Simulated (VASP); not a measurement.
```
BaCa3O4
1.0
    5.10459     0.00000     0.00000
    0.00000     5.10459     0.00000
    0.00000     0.00000     5.10459
Ca O Ba
3 4 1
Direct
  0.00000   0.00000   0.00000
  0.50000   0.50000   0.00000
  0.50000   0.00000   0.50000
  0.50000   0.50000   0.50000
  0.00000   0.00000   0.50000
  0.00000   0.50000   0.00000
  0.50000   0.00000   0.00000
  0.00000   0.50000   0.50000
```

Method: PBE GGA, VASP's PBE PAW potentials (set 64) (plane waves; VASP 6.6.1). Numerical set-up: 500 eV cut-off, 4×4×4 Γ-centred mesh, Gaussian smearing of 0.050 eV, potentials Ca_sv O Ba_sv.

Unless said otherwise, spin-orbit coupling is left out, though it shifts the bands of the heavy elements here.

Question: Predict the energy per atom (σ→0), band gap (on the k-mesh) with the smallest direct gap where there is one.

Answer: 
```json
{
  "band gap (on the k-mesh)": "2.34 eV",
  "smallest direct gap (on the k-mesh)": "2.34 eV",
  "energy per atom (σ→0)": "-6.097 eV/atom"
}
```

The structure was generated: BaCa3O4 was put into an ordered model structure (Pm-3m), which need not be its known phase. It was relaxed first, which changed the volume by +7 %.
